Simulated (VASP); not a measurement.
Data:

```
CELL_PARAMETERS angstrom
      0.00000     3.27143     3.27143
      3.27143     0.00000     3.27143
      3.27143     3.27143     0.00000
ATOMIC_POSITIONS crystal
  Sn 0.00000 0.00000 0.00000
  Se 0.25000 0.25000 0.25000
  Se 0.75000 0.75000 0.75000
```

Computed with PBE GGA, VASP's PBE PAW potentials (set 64) (plane waves; VASP 6.6.1). Run with 300 eV cut-off, 8×8×8 Γ-centred mesh, Gaussian smearing of 0.27 eV, potentials Sn_d Se.

At this cut-off the stress carries a Pulay error, which pulls relaxed volumes low.

Problem. Give the stress tensor in GPa (positive for a compressed cell).

Solution. 
```
10.45   0.00   0.00
 0.00  10.45   0.00
 0.00   0.00  10.45
```
The pressure is its mean diagonal, 10.45 GPa.

The structure was generated: SnSe2 was put into an ordered model structure, which need not be its known phase. The cell was not relaxed at this level.
